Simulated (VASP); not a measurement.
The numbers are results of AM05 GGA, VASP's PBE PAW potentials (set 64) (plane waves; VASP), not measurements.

The input files of a VASP run:

File POSCAR:
```
HfC
1
    0.0000000000     2.3200000000     2.3200000000
    2.3200000000     0.0000000000     2.3200000000
    2.3200000000     2.3200000000     0.0000000000
Hf C
1 1
Direct
  0.0000000000   0.0000000000   0.0000000000
  0.5000000000   0.5000000000   0.5000000000
```

KPOINTS:
```
kpoints
0
G
 12 12 12
```

### INCAR
```
SYSTEM=HfC
PREC=Accurate; ENCUT=520; LREAL=.False.
LASPH=.True.
EDIFF=1E-6; NELM=100; ALGO=Normal
LMAXMIX=6
ISMEAR=1; SIGMA=0.1
GGA=AM
IBRION=2; NSW=60; ISIF=3
EDIFFG=-0.01
LWAVE=.False.; LCHARG=.False.
```

POTCAR, in this order: Hf_pv C (PBE.64 set). Program: vasp_std.

The resulting files:

**OSZICAR**
```
       N       E                     dE             d eps       ncg     rms          rms(c)
DAV:   1     0.226141733087E+02    0.22614E+02   -0.77337E+03  1584   0.121E+03
DAV:   2    -0.228376322927E+02   -0.45452E+02   -0.42676E+02  2146   0.209E+02
DAV:   3    -0.245035906548E+02   -0.16660E+01   -0.16500E+01  2041   0.306E+01
DAV:   4    -0.245172523493E+02   -0.13662E-01   -0.13649E-01  1873   0.306E+00
DAV:   5    -0.245174179462E+02   -0.16560E-03   -0.16557E-03  2127   0.286E-01    0.593E+01
DAV:   6    -0.218108150955E+02    0.27066E+01   -0.17316E+01  1775   0.214E+01    0.415E+01
DAV:   7    -0.217372596002E+02    0.73555E-01   -0.59236E-01  1830   0.586E+00    0.234E+01
DAV:   8    -0.217259446403E+02    0.11315E-01   -0.50168E-02  1737   0.218E+00    0.453E+00
DAV:   9    -0.217212664870E+02    0.46782E-02   -0.23108E-02  1755   0.924E-01    0.182E+00
DAV:  10    -0.217209856294E+02    0.28086E-03   -0.10510E-03  1887   0.271E-01    0.206E-01
DAV:  11    -0.217209807150E+02    0.49145E-05   -0.11115E-04  1875   0.814E-02    0.467E-02
DAV:  12    -0.217209793028E+02    0.14122E-05   -0.48393E-06  1832   0.197E-02    0.429E-02
DAV:  13    -0.217209791128E+02    0.19005E-06   -0.21395E-07   873   0.508E-03
   1 F= -.21720979E+02 E0= -.21720928E+02  d E =-.217210E+02
       N       E                     dE             d eps       ncg     rms          rms(c)
DAV:   1    -0.219069633548E+02   -0.18598E+00   -0.63013E+00  1584   0.248E+01    0.806E+00
DAV:   2    -0.217504664245E+02    0.15650E+00   -0.19530E-01  1602   0.457E+00    0.432E+00
DAV:   3    -0.216909387501E+02    0.59528E-01   -0.17978E-01  1626   0.397E+00    0.276E+00
DAV:   4    -0.216914945886E+02   -0.55584E-03   -0.27247E-03  1918   0.549E-01    0.346E+00
DAV:   5    -0.216907279969E+02    0.76659E-03   -0.11775E-03  1865   0.266E-01    0.206E-01
DAV:   6    -0.216906723650E+02    0.55632E-04   -0.15031E-04  1791   0.841E-02    0.964E-02
DAV:   7    -0.216906777666E+02   -0.54016E-05   -0.61843E-06  1787   0.229E-02    0.112E-01
DAV:   8    -0.216906694664E+02    0.83002E-05   -0.53364E-05  1755   0.490E-02    0.201E-02
DAV:   9    -0.216906701072E+02   -0.64081E-06   -0.12908E-06   948   0.126E-02
   2 F= -.21690670E+02 E0= -.21690598E+02  d E =0.303090E-01
       N       E                     dE             d eps       ncg     rms          rms(c)
DAV:   1    -0.218218761299E+02   -0.13121E+00   -0.25645E+00  1584   0.158E+01    0.524E+00
DAV:   2    -0.217587741570E+02    0.63102E-01   -0.85010E-02  1596   0.300E+00    0.283E+00
DAV:   3    -0.217344484705E+02    0.24326E-01   -0.75422E-02  1620   0.251E+00    0.176E+00
DAV:   4    -0.217346289833E+02   -0.18051E-03   -0.11008E-03  1938   0.350E-01    0.216E+00
DAV:   5    -0.217343689219E+02    0.26006E-03   -0.43905E-04  1902   0.169E-01    0.276E-01
DAV:   6    -0.217343298153E+02    0.39107E-04   -0.78923E-05  1850   0.582E-02    0.782E-02
DAV:   7    -0.217343312357E+02   -0.14204E-05   -0.20547E-06  1429   0.145E-02    0.805E-02
DAV:   8    -0.217343230145E+02    0.82212E-05   -0.15404E-05  1749   0.250E-02    0.441E-02
DAV:   9    -0.217343207950E+02    0.22195E-05   -0.91987E-06  1782   0.209E-02    0.114E-02
DAV:  10    -0.217343206552E+02    0.13981E-06   -0.75587E-08   807   0.337E-03
   3 F= -.21734321E+02 E0= -.21734278E+02  d E =-.133415E-01
```

**OUTCAR**
```
------------------------ aborting loop because EDIFF is reached ----------------------------------------
  FORCE on cell =-STRESS in cart. coord.  units (eV):
  Direction    XX          YY          ZZ          XY          YZ          ZX
  --------------------------------------------------------------------------------------
  Total       -0.0132432     -0.0132432     -0.0132432      0.0000000     -0.0000000     -0.0000000
  in kB       -0.8720403     -0.8720403     -0.8720403      0.0000000     -0.0000000     -0.0000000
  external PRESSURE =      -0.8720403 kB  Pullay stress =       0.0000000 kB
  volume of cell :       24.33
      direct lattice vectors                 reciprocal lattice vectors
     0.000000000  2.299915213  2.299915213    -0.217399319  0.217399319  0.217399319
     2.299915213  0.000000000  2.299915213     0.217399319 -0.217399319  0.217399319
     2.299915213  2.299915213  0.000000000     0.217399319  0.217399319 -0.217399319
 POSITION                                       TOTAL-FORCE (eV/Angst)
 -----------------------------------------------------------------------------------
      0.00000      0.00000      0.00000        -0.000000      0.000000     -0.000000
      2.29992      2.29992      2.29992         0.000000     -0.000000      0.000000
 -----------------------------------------------------------------------------------
    total drift:                                0.000000     -0.000000     -0.000000
  FREE ENERGIE OF THE ION-ELECTRON SYSTEM (eV)
  ---------------------------------------------------
  free  energy   TOTEN  =       -21.7343206552 eV

  energy  without entropy=      -21.7341926394  energy(sigma->0) =      -21.73427798

 reached required accuracy - stopping structural energy minimisation
```
(Selected blocks of OUTCAR.)

### CONTCAR
```
HfC
   1.00000000000000
     0.0000000000000000    2.2999152132260443    2.2999152132260443
     2.2999152132260443    0.0000000000000000    2.2999152132260443
     2.2999152132260443    2.2999152132260443    0.0000000000000000
  Hf              C
     1     1
Direct
     0.0000000000000000    0.0000000000000000    0.0000000000000000
     0.5000000000000000    0.5000000000000000    0.5000000000000000
```

Energy and stress use the plane-wave basis of the starting cell.

The compound is HfC in the rock salt structure. This run relaxes it. Symmetry was kept, so distortions that lower it aren't found.
